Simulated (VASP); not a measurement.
```
CELL_PARAMETERS angstrom
      0.00000     3.67842     3.67842
      3.67842     0.00000     3.67842
      3.67842     3.67842     0.00000
ATOMIC_POSITIONS crystal
  Br 0.25000 0.25000 0.25000
  K  0.00000 0.00000 0.00000
```

The base run (VASP): PBE GGA, plane waves, VASP's PBE PAW potentials (set 64). Numerical set-up: 400 eV cut-off, 6×6×6 Γ-centred mesh, Gaussian smearing of 0.050 eV, potentials Br K_sv.

One setting is varied; ΔE counts from the base run. The base run took about 20 core-seconds. Costs are core time on shared hosts, one run each; read them as rough ratios.

Pressures at a finite cut-off, here 400 eV, hold a Pulay part, which wasn't tested here.

| setting | cost over the base run | electronic steps | ΔE (meV/atom) | pressure (GPa) |
|---|---|---|---|---|
| KPOINTS 2×2×2 Monkhorst-Pack mesh | about 1/2 | 13 | 0.0 | 0.35 |
| KPOINTS 5×5×5 Monkhorst-Pack mesh | within a factor of 2 | 13 | 0.0 | 0.35 |
| base run | reference | 13 | 0.0 | 0.35 |
| KPOINTS 7×7×7 Monkhorst-Pack mesh | within a factor of 2 | 13 | 0.0 | 0.35 |
| KPOINTS 8×8×8 Monkhorst-Pack mesh | … | 13 | 0.0 | 0.35 |

Task: Complete the blanks.

Result: 
- KPOINTS 8×8×8 Monkhorst-Pack mesh, cost over the base run: about 2 times

Left out are runs that failed, have no time on record or changed the cell.

The structure was generated: KBr was put into the zincblende type (F-43m), which need not be its known phase. The cell was not relaxed at this level.
